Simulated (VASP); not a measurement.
Moving the Hubbard U on Cu d in Cu2B

```
Cu B
1.0
     0.00000    3.28347    3.28347
     3.28347    0.00000    3.28347
     3.28347    3.28347    0.00000
Cu B
4 2
Cartesian
  0.8209 0.8209 0.8209
  0.8209 2.4626 2.4626
  2.4626 2.4626 0.8209
  2.4626 0.8209 2.4626
  3.2835 3.2835 3.2835
  4.9252 4.9252 4.9252
```

The cell comes from a database or a generator and needn't be the stable form of this composition.

Kept alike: task single point; functional PBEsol; k mesh 5 × 5 × 5; occupations fermi-dirac, width 0.05 eV; no spin polarisation. Program: VASP, PBE PAW files B, Cu, 520 eV. The mesh is that of the run's cell of 6 atoms. No spin-orbit coupling.

| Hubbard U on Cu d, U (eV) | pressure (GPa) |
| --- | --- |
| 2 | -7.85 |
| 3 | -8.51 |
| 4 | -9.19 |
| 5 | -9.55 |
| 6 | -10.22 |
| 8 | -11.32 |

Pressure is positive in compression; the values hold the error of the finite cutoff, so their zero can differ a little from the energy's minimum. U acts here on a shell without spin polarisation. For a metal such a mesh leaves the last digits unconverged. How U acts hangs on the program's projectors. All rows use potentials made for PBE. U enters in Dudarev's form.

Problem. What does the Hubbard U on Cu d change here?

Solution. The pressure falls from -7.85 to -11.32 GPa between 2 and 8 eV.
